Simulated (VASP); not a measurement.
Set up this calculation in VASP 6.6.1, as the native input.

```
Task                               : single point
Functional                         : HSE(alpha, omega)
Potentials or basis                : VASP PAW PBE potentials, release 64 (Pt, F)
Cutoff                             : 520 eV
k mesh                             : 4 × 4 × 4
Occupations                        : fermi-dirac, width 0.05 eV
Spin                               : no spin polarisation
Screening parameter                : 0.2
Grid for exact exchange (PRECFOCK) : Fast
Further INCAR settings             : ALGO = Normal; EDIFF = 1e-07; NBANDS = 20
```

Pt2F:

```
CELL_PARAMETERS angstrom
0.00000 2.85243 2.85243
2.85243 0.00000 2.85243
2.85243 2.85243 0.00000
ATOMIC_POSITIONS crystal
Pt 0.25000 0.25000 0.25000
Pt 0.75000 0.75000 0.75000
F 0.00000 0.00000 0.00000
```

The cell was built by a generator and needn't be a form met in nature.

One way to write it, as run:

POSCAR

```
Pt2F
1.0
    0.0000000000      2.8524300000      2.8524300000
    2.8524300000      0.0000000000      2.8524300000
    2.8524300000      2.8524300000      0.0000000000
Pt F
2 1
Direct
    0.2500000000      0.2500000000      0.2500000000
    0.7500000000      0.7500000000      0.7500000000
    0.0000000000      0.0000000000      0.0000000000
```

INCAR.step1

```
  PREC = Accurate
  ENCUT = 520
  EDIFF = 1E-5
  ISMEAR = -1
  SIGMA = 0.05
  LREAL = F
  LASPH = T
  NELM = 60
  ALGO = Normal
  ISIF = 2
  LWAVE = T
  LCHARG = F
  NBANDS = 20
  GGA = PE
```

INCAR.step2

```
  PREC = Accurate
  ENCUT = 520
  EDIFF = 1E-7
  ISMEAR = -1
  SIGMA = 0.05
  LREAL = F
  LASPH = T
  NELM = 60
  ALGO = Normal
  ISIF = 2
  LWAVE = F
  LCHARG = F
  GGA = PE
  LHFCALC = T
  HFSCREEN = 0.2
  AEXX = 0.25
  PRECFOCK = Fast
  NBANDS = 20
  ISTART = 1
```

KPOINTS

```
regular mesh
0
Gamma
  4 4 4
```

Potentials or basis: VASP PAW PBE potentials, release 64 (Pt, F).

The run is started by

```console
$ cat potpaw_PBE.64/Pt/POTCAR potpaw_PBE.64/F/POTCAR > POTCAR
$ cp INCAR.step1 INCAR
$ mpirun -np 1 vasp_std > vasp.out
$ cp INCAR.step2 INCAR
$ mpirun -np 1 vasp_std > vasp.out
```

Results of the run:

```yaml
Pressure: -3.0 GPa
Band_gap_on_the_k_mesh: none (metal or under the smearing width)
```

Caveat: the k mesh is coarse (spacing up to 0.48 Å⁻¹), so the values aren't converged, least of all with exact exchange; the PAW data sets were made with another functional, which shifts forces and pressure a little; an odd number of electrons without spin polarisation forces a metal; a magnetic or distorted state may lie lower.

Run time: 8.4 min on 1 thread of Intel(R) Xeon(R) Platinum 8488C (Sapphire Rapids), on a shared host, peak memory 0.27 GiB.
